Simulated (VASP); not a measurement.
# What spin-orbit coupling changes in LaPt2, part 3 of 4

What does spin-orbit coupling change in LaPt2, and what does it cost? All runs use PBEsol. Left out of this account: 1 further run (fields: a reference on another mesh). The start is a cell from a database of measured crystal structures.

VASP 6.6.1, plane waves and PAW; the level of theory is named at each step.

Still holding for the runs below: The k-mesh is coarse for a metal.

So far. Step 2 (Band structure (PBEsol)): There is no gap at this level. Step 3 (Bands along the symmetry lines (PBEsol + SOC)): There is no gap at this level. Without the coupling there was no gap either. The run took 6.0 times the core time, with 76 spinor bands against 48.

## Step 4: Density of states (PBEsol)

This step: PBEsol; plane waves and PAW (La, Pt) (VASP 6.6.1).

Here the states are counted by energy and projected on the atoms.

INCAR

```
SYSTEM = LaPt2
PREC = Accurate
ENCUT = 400
EDIFF = 1E-06
NELM = 100
ISMEAR = -5
SIGMA = 0.05
LREAL = .FALSE.
ALGO = Normal
GGA = PS
NBANDS = 48
LASPH = .TRUE.
LORBIT = 11
LWAVE = .FALSE.
LCHARG = .FALSE.
KPAR = 4
NEDOS = 2001
```

POSCAR

```
LaPt2
1.0
    0.0000000000      3.8870000000      3.8870000000
    3.8870000000      0.0000000000      3.8870000000
    3.8870000000      3.8870000000      0.0000000000
La Pt
2 4
Direct
    0.0000000000      0.0000000000      0.0000000000
    0.2500000000      0.2500000000      0.2500000000
    0.6250000000      0.6250000000      0.6250000000
    0.1250000000      0.6250000000      0.6250000000
    0.6250000000      0.6250000000      0.1250000000
    0.6250000000      0.1250000000      0.6250000000
```

KPOINTS

```
Automatic mesh
0
Gamma
6 6 6
0 0 0
```

PAW data sets: La and Pt (PBE family, release 64).

Run with:

```sh
$ mpirun -np 4 vasp_std
```

Log:

```text
[... set-up lines as in an earlier step ...]
 entering main loop
       N       E                     dE             d eps       ncg     rms          rms(c)
DAV:   1     0.500893851736E+03    0.50089E+03   -0.19538E+04  1752   0.161E+03
DAV:   2     0.469444862704E+02   -0.45395E+03   -0.39363E+03  1776   0.320E+02
DAV:   3    -0.388835398762E+02   -0.85828E+02   -0.69400E+02  1864   0.132E+02
DAV:   4    -0.501483227611E+02   -0.11265E+02   -0.10730E+02  2976   0.457E+01
DAV:   5    -0.506777313344E+02   -0.52941E+00   -0.52137E+00  2712   0.100E+01    0.228E+01
DAV:   6    -0.490014977785E+02    0.16762E+01   -0.73967E+01  2664   0.574E+01    0.163E+01
DAV:   7    -0.454383438426E+02    0.35632E+01   -0.16237E+01  2512   0.236E+01    0.615E+00
DAV:   8    -0.451073396205E+02    0.33100E+00   -0.43770E+00  2664   0.998E+00    0.323E+00
DAV:   9    -0.449966471619E+02    0.11069E+00   -0.77600E-01  2752   0.482E+00    0.657E-01
DAV:  10    -0.450013577887E+02   -0.47106E-02   -0.41071E-02  2664   0.112E+00    0.334E-01
DAV:  11    -0.449985875078E+02    0.27703E-02   -0.70253E-03  2752   0.721E-01    0.126E-01
DAV:  12    -0.449984349329E+02    0.15257E-03   -0.17649E-03  2936   0.249E-01    0.368E-02
DAV:  13    -0.449984452115E+02   -0.10279E-04   -0.21489E-04  2640   0.116E-01    0.131E-02
DAV:  14    -0.449984404207E+02    0.47908E-05   -0.24530E-05  2904   0.334E-02    0.700E-03
DAV:  15    -0.449984420293E+02   -0.16086E-05   -0.28142E-06  2192   0.722E-03    0.447E-03
DAV:  16    -0.449984455162E+02   -0.34869E-05   -0.89459E-07  1280   0.607E-03    0.100E-03
DAV:  17    -0.449984458675E+02   -0.35127E-06   -0.52114E-07  1152   0.728E-03
   1 F= -.44998446E+02 E0= -.44998446E+02  d E =0.000000E+00
 -----------------------------------------------------------------------------
|                                                                             |
|           W    W    AA    RRRRR   N    N  II  N    N   GGGG   !!!           |
|           W    W   A  A   R    R  NN   N  II  NN   N  G    G  !!!           |
|           W    W  A    A  R    R  N N  N  II  N N  N  G       !!!           |
|           W WW W  AAAAAA  RRRRR   N  N N  II  N  N N  G  GGG   !            |
|           WW  WW  A    A  R   R   N   NN  II  N   NN  G    G                |
|           W    W  A    A  R    R  N    N  II  N    N   GGGG   !!!           |
|                                                                             |
|     Tetrahedron method does not include variations of the Fermi             |
|     occupations, so forces and stress will be inaccurate. We suggest        |
|     using a different smearing scheme ISMEAR = 1 or 2 for metals in         |
|     relaxations.                                                            |
|                                                                             |
 -----------------------------------------------------------------------------
```

Run time: 36 s. Hardware: 4 MPI ranks of Intel Xeon Platinum 8124M at 3.00GHz (Skylake/Cascade Lake), shared host; peak memory 0.95 GiB.

From OUTCAR (step 4):

```text
 Found     16 irreducible k-points:

   NELECT =      62.0000    total number of electrons

 E-fermi :  10.9195

 k-point     1 :       0.0000    0.0000    0.0000
  band No.  band energies     occupation
    ...
     28       9.4620      2.00000
     29      11.0526      1.95480
     30      11.0526      1.80857
     31      11.0526      1.72262
     32      11.1761      0.74738
     33      11.1953      0.00000
     34      11.1953      0.00000
     35      11.1953      0.00000
     36      12.8589      0.00000
     37      12.8827      0.00000
    ...

 k-point     2 :       0.1667    0.0000    0.0000
  band No.  band energies     occupation
    ...
     28       9.7173      2.00000
     29       9.9702      2.00279
     30      10.6150      1.99696
     31      10.6150      1.99882
     32      10.7290      1.61847
     33      11.1951      0.00000
     34      11.7476      0.00000
     35      11.7476      0.00000
     36      12.6709      0.00000
     37      12.6709      0.00000
    ...

  Total       -1.4862562     -1.4862562     -1.4862562     -0.0000000     -0.0000000      0.0000000
  in kB      -20.2735899    -20.2735899    -20.2735899     -0.0000000     -0.0000000      0.0000000
  external PRESSURE =     -20.2735899 kB  Pullay stress =       0.0000000 kB

 POSITION                                       TOTAL-FORCE (eV/Angst)
 -----------------------------------------------------------------------------------
      0.00000      0.00000      0.00000         0.000000     -0.000000     -0.000000
      1.94350      1.94350      1.94350        -0.000000      0.000000      0.000000
      4.85875      4.85875      4.85875        -0.000000     -0.000000     -0.000000
      4.85875      2.91525      2.91525        -0.000000     -0.000000     -0.000000
      2.91525      2.91525      4.85875        -0.000000     -0.000000     -0.000000
      2.91525      4.85875      2.91525        -0.000000     -0.000000     -0.000000
 -----------------------------------------------------------------------------------
    total drift:                                0.000000      0.000000      0.000000

  FREE ENERGIE OF THE ION-ELECTRON SYSTEM (eV)
  ---------------------------------------------------
  free  energy   TOTEN  =       -44.9984458675 eV

  energy  without entropy=      -44.9984458675  energy(sigma->0) =      -44.99844587

 total charge
# of ion       s       p       d       f       tot
--------------------------------------------------
    1        2.075   5.594   0.785   0.190   8.644
    2        2.075   5.594   0.785   0.190   8.644
    3        0.719   0.578   8.029   0.000   9.326
    4        0.719   0.578   8.029   0.000   9.326
    5        0.719   0.578   8.029   0.000   9.326
    6        0.719   0.578   8.029   0.000   9.326
--------------------------------------------------
tot          7.025  13.501  33.685   0.380  54.591

[... 9 parts as in an earlier step ...]

[... 5 further parts left out ...]
```

At this level the cell is under a tension of 2.0 GPa, so at these settings it is away from equilibrium. With tetrahedra the forces and stress of a metal are not exact derivatives of the energy.

Numbers from this step:

```yaml
bands: 48
free_energy_toten: -45.00 eV
fermi_energy: 10.92 eV
pressure: -2.027 GPa
dos_at_the_fermi_level: 1.781 states/eV/cell
```

The density of states has structure finer than the step of the table below, so its rows give means over 0.5 eV, whole bins alone (the curve runs from -12.0 to 1.94 eV). Peaks (eV: height): total -4.58: 18.2, -4.11: 15.7, -2.17: 20.5, 1.71: 16.5; Pt d -4.58: 13.3, -4.11: 11.2, -2.17: 17.5, -1.58: 10.1; La d 0.59: 1.25, 1.29: 3.06, 1.53: 2.27, 1.71: 3.78; La f 1.29: 1.93, 1.71: 6.44; Pt p -4.11: 0.688, -2.52: 0.763, -0.23: 0.939, 0.59: 1.32.

States under -12.0 eV and over 1.9 eV are left out. Density of states against energy, zero at the Fermi level; means over each step; values in states/eV/cell:

```
energy (eV)   total    Pt d     La d     La f    Pt p    Pt s
       -9.0       0       0        0        0       0       0
       -8.5  0.0635  0.0149        0   7.0e-5  7.3e-4  0.0342
       -8.0   0.417   0.112   5.8e-4   4.5e-4  0.0114   0.210
       -7.5   0.961   0.305  0.00509   7.1e-4  0.0436   0.435
       -7.0    1.71   0.589   0.0199   7.1e-4   0.102   0.712
       -6.5   0.879   0.294   0.0187   4.1e-4  0.0624   0.347
       -6.0    3.24    1.67    0.126  0.00958   0.118   0.750
       -5.5    4.83    3.06    0.135   0.0218   0.141   0.662
       -5.0    7.61    5.28    0.173   0.0337   0.259   0.560
       -4.5    11.1    8.43    0.290   0.0454   0.257   0.310
       -4.0    10.4    7.33    0.409   0.0501   0.444   0.441
       -3.5    8.80    6.40    0.332   0.0583   0.445   0.225
       -3.0    8.76    6.30    0.306   0.0698   0.462   0.251
       -2.5    9.80    7.24    0.274    0.110   0.480   0.390
       -2.0    9.60    8.16    0.177    0.107   0.223   0.111
       -1.5    5.61    4.61    0.142   0.0463   0.317  0.0423
       -1.0    2.28    1.61   0.0927   0.0366   0.243  0.0278
       -0.5    4.21    1.97    0.430    0.114   0.640  0.0715
        0.0    2.25   0.736    0.296   0.0939   0.415  0.0524
        0.5    4.56    1.38    0.703    0.425   0.655  0.0863
        1.0    5.78    1.80     1.59    0.697   0.312  0.0277
        1.5    8.29    1.57     2.15     2.22   0.326  0.0915
```

Of the states within 0.3 eV of the Fermi level, the largest shares in the PAW spheres are Pt d 35 %, Pt p 18 % and La d 12 %. The rest lies in smaller channels or between the spheres.

## Step 5: Density of states (PBEsol + SOC)

This step: PBEsol, spin-orbit coupling; plane waves and PAW (La, Pt) (VASP 6.6.1).

Here the states are counted by energy and projected on the atoms.

INCAR: that of step 4 with these lines changed.

```diff
@@ -10,4 +10,9 @@
 GGA = PS
-NBANDS = 48
+LNONCOLLINEAR = .TRUE.
+MAGMOM = 0 0 0 0 0 0 0 0 0 0 0 0 0 0 0 0 0 0
+NBANDS = 76
+GGA_COMPAT = .FALSE.
 LASPH = .TRUE.
+LSORBIT = .TRUE.
+LMAXMIX = 6
 LORBIT = 11
```

POSCAR is that of step 4.

KPOINTS is that of step 4.

Run with:

```sh
$ mpirun -np 4 vasp_ncl
```

Log:

```text
[... set-up lines as in an earlier step ...]
 entering main loop
       N       E                     dE             d eps       ncg     rms          rms(c)
DAV:   1     0.642170969138E+03    0.64217E+03   -0.19261E+04  2464   0.204E+03
DAV:   2     0.139279385562E+03   -0.50289E+03   -0.47078E+03  2856   0.468E+02
DAV:   3     0.528204044341E+01   -0.13400E+03   -0.12279E+03  2820   0.223E+02
DAV:   4    -0.389394302723E+02   -0.44221E+02   -0.41078E+02  4504   0.101E+02
DAV:   5    -0.505182172270E+02   -0.11579E+02   -0.10915E+02  4632   0.534E+01    0.264E+01
DAV:   6    -0.527225493648E+02   -0.22043E+01   -0.29402E+02  4360   0.131E+02    0.233E+01
DAV:   7    -0.492203292730E+02    0.35022E+01   -0.44805E+01  3936   0.667E+01    0.995E+00
DAV:   8    -0.472831699797E+02    0.19372E+01   -0.82184E+00  4184   0.166E+01    0.599E+00
DAV:   9    -0.471228522286E+02    0.16032E+00   -0.45880E+00  4400   0.137E+01    0.292E+00
DAV:  10    -0.469951995614E+02    0.12765E+00   -0.97968E-01  4696   0.793E+00    0.819E-01
DAV:  11    -0.470005711494E+02   -0.53716E-02   -0.62396E-02  4616   0.186E+00    0.523E-01
DAV:  12    -0.469989071667E+02    0.16640E-02   -0.82832E-03  4792   0.719E-01    0.363E-01
DAV:  13    -0.469970680908E+02    0.18391E-02   -0.78324E-03  4608   0.735E-01    0.130E-01
DAV:  14    -0.469969465041E+02    0.12159E-03   -0.26133E-03  4552   0.392E-01    0.322E-02
DAV:  15    -0.469969528465E+02   -0.63423E-05   -0.28457E-04  4312   0.158E-01    0.128E-02
DAV:  16    -0.469969636465E+02   -0.10800E-04   -0.42496E-05  4568   0.460E-02    0.504E-03
DAV:  17    -0.469969667254E+02   -0.30789E-05   -0.97748E-06  3648   0.201E-02    0.293E-03
DAV:  18    -0.469969669973E+02   -0.27196E-06   -0.25832E-06  2320   0.126E-02
   1 F= -.46996967E+02 E0= -.46996967E+02  d E =0.000000E+00  mag=     0.0000     0.0000    -0.0000
 [... a notice as in an earlier step ...]
```

Run time: 2.4 min. Hardware: 4 MPI ranks; peak memory 2 GiB; 7.6 min of CPU time.

OUTCAR, selected parts (step 5):

```text
   NELECT =      62.0000    total number of electrons

 E-fermi :  10.9269

 k-point     1 :       0.0000    0.0000    0.0000
  band No.  band energies     occupation
    ...
     58      10.8598      1.00000
     59      10.9942      0.97989
     60      10.9942      0.97989
     61      11.0380      0.91286
     62      11.0380      0.91286
     63      11.1150      0.42000
     64      11.1150      0.42000
     65      11.1150      0.00000
     66      11.1150      0.00000
     67      11.3472      0.00000
    ...

  Total       -1.6292717     -1.6292717     -1.6292717     -0.0000000      0.0000000      0.0000000
  in kB      -22.2244222    -22.2244222    -22.2244222     -0.0000000      0.0000000      0.0000000
  external PRESSURE =     -22.2244222 kB  Pullay stress =       0.0000000 kB

 POSITION                                       TOTAL-FORCE (eV/Angst)
 -----------------------------------------------------------------------------------
      0.00000      0.00000      0.00000        -0.000000     -0.000000     -0.000000
      1.94350      1.94350      1.94350         0.000000      0.000000      0.000000
      4.85875      4.85875      4.85875        -0.000000      0.000000     -0.000000
      4.85875      2.91525      2.91525        -0.000000      0.000000     -0.000000
      2.91525      2.91525      4.85875        -0.000000      0.000000     -0.000000
      2.91525      4.85875      2.91525        -0.000000      0.000000     -0.000000
 -----------------------------------------------------------------------------------
    total drift:                               -0.000000     -0.000000     -0.000000

  FREE ENERGIE OF THE ION-ELECTRON SYSTEM (eV)
  ---------------------------------------------------
  free  energy   TOTEN  =       -46.9969669973 eV

  energy  without entropy=      -46.9969669973  energy(sigma->0) =      -46.99696700

 Spin-Orbit-Coupling matrix elements
 Ion:    1  E_soc:     -0.6082479
 Ion:    2  E_soc:     -0.6082479
 Ion:    3  E_soc:     -0.7030411
 Ion:    4  E_soc:     -0.7030411
 Ion:    5  E_soc:     -0.7030411
 Ion:    6  E_soc:     -0.7030411

 magnetization (x)
# of ion       s       p       d       f       tot
--------------------------------------------------
    1        0.000   0.000   0.000   0.000   0.000
    2        0.000   0.000  -0.000   0.000  -0.000
    3       -0.000   0.000  -0.000   0.000  -0.000
    4        0.000   0.000   0.000   0.000   0.000
    5       -0.000  -0.000  -0.000   0.000  -0.000
    6        0.000  -0.000   0.000   0.000  -0.000
--------------------------------------------------
tot          0.000   0.000  -0.000   0.000  -0.000

 magnetization (y)
# of ion       s       p       d       f       tot
--------------------------------------------------
    1        0.000  -0.000  -0.000   0.000   0.000
    2        0.000  -0.000   0.000  -0.000   0.000
    3       -0.000   0.000   0.000   0.000  -0.000
    4       -0.000   0.000  -0.000   0.000  -0.000
    5        0.000  -0.000   0.000   0.000  -0.000
    6        0.000   0.000   0.000   0.000   0.000
--------------------------------------------------
tot          0.000  -0.000   0.000  -0.000   0.000

 magnetization (z)
# of ion       s       p       d       f       tot
--------------------------------------------------
    1       -0.000  -0.000   0.000   0.000   0.000
    2        0.000  -0.000   0.000   0.000   0.000
    3       -0.000   0.000  -0.000   0.000  -0.000
    4       -0.000  -0.000   0.000   0.000  -0.000
    5        0.000   0.000  -0.000   0.000  -0.000
    6       -0.000   0.000   0.000   0.000   0.000
--------------------------------------------------
tot         -0.000  -0.000   0.000   0.000   0.000

[... 9 parts as in an earlier step ...]

[... 8 further parts left out ...]
```

This step gave:

* electronic steps: 18
* bands: 76
* free energy (TOTEN): -47.00 eV
* Fermi energy: 10.93 eV
* pressure: -2.222 GPa
* DOS at the Fermi level: 1.878 states/eV/cell

On-site spin-orbit energy by atom:

```
atom  on-site spin-orbit energy (eV)
 La1                          -0.608
 La2                          -0.608
 Pt3                          -0.703
 Pt4                          -0.703
 Pt5                          -0.703
 Pt6                          -0.703
```

The density of states has structure finer than the step of the table below, so its rows give means over 0.5 eV, whole bins alone (the curve runs from -12.0 to 0.389 eV). Peaks (eV: height): total -4.96: 15.4, -4.79: 20.2, -4.33: 14.5, -3.87: 18.9; Pt d -4.96: 11.3, -4.79: 15.4, -4.33: 10.9, -3.87: 13.3; Pt p -3.87: 0.659, -3.01: 0.732, -2.66: 0.615, -0.47: 0.973; La d -4.79: 0.479, -3.98: 0.553, -3.87: 0.884, -0.47: 0.761; Pt s -7.21: 0.837, -5.77: 1.33, -4.96: 0.880, -3.87: 0.768.

States under -12.0 eV and over 0.4 eV are left out. The density of states by energy, zero at the Fermi level; means over each step; values in states/eV/cell:

```
energy (eV)   total    Pt d     Pt p     La d    Pt s     La p    La f
       -9.0       0       0        0        0       0        0       0
       -8.5  0.0860  0.0214  0.00108        0  0.0455   7.0e-4  8.3e-5
       -8.0   0.456   0.130   0.0132   7.3e-4   0.224  0.00716  4.6e-4
       -7.5    1.09   0.369   0.0508  0.00605   0.474   0.0227  7.3e-4
       -7.0    1.72   0.623    0.106   0.0205   0.690   0.0364  6.4e-4
       -6.5   0.789   0.292   0.0531   0.0179   0.289   0.0145  4.8e-4
       -6.0    4.48    2.48    0.154    0.162   0.921   0.0352  0.0141
       -5.5    5.19    3.63    0.140    0.108   0.496   0.0288  0.0226
       -5.0    10.5    7.85    0.278    0.218   0.485   0.0959  0.0374
       -4.5    10.5    7.98    0.325    0.243   0.358    0.157  0.0427
       -4.0    8.87    6.13    0.367    0.394   0.435    0.138  0.0446
       -3.5    6.38    4.38    0.384    0.272   0.257   0.0843  0.0452
       -3.0    9.35    6.48    0.600    0.356   0.343    0.121  0.0786
       -2.5    8.45    6.30    0.416    0.228   0.270    0.119  0.0937
       -2.0    9.50    7.83    0.293    0.216   0.125   0.0738   0.107
       -1.5    5.83    4.68    0.315    0.181  0.0549   0.0215  0.0619
       -1.0    2.92    2.00    0.321    0.136  0.0353   0.0177  0.0483
       -0.5    3.93    1.91    0.595    0.384  0.0610   0.0390   0.108
        0.0    2.42   0.928    0.402    0.289  0.0559   0.0370  0.0968
```

The DOS at the Fermi level goes from 1.78 to 1.88 states/eV/cell, a number that is sensitive to the mesh. The run took 4.0 times the core time, with 76 spinor bands against 48. Of the states within 0.3 eV of the Fermi level, the largest shares in the PAW spheres are Pt d 39 %, Pt p 17 % and La d 12 %. The rest lies in smaller channels or between the spheres.

(Continued in part 4 of 4.)

[Lines on the potential files, build, host, timing and source positions are cut from VASP's logs without a mark.]

[Logs are printed without paths, hosts, clocks, repeated set-up lines and the standing remarks that a program may print on its own settings, such as how far it seeks lower states.]

[Hosts, paths, dates, database ids (printed as entryN), source tags and the programs' standing remarks are cut or masked in the printed files.]

[A measured line is paired with the nearest computed mode of its activity, which favours agreement.]
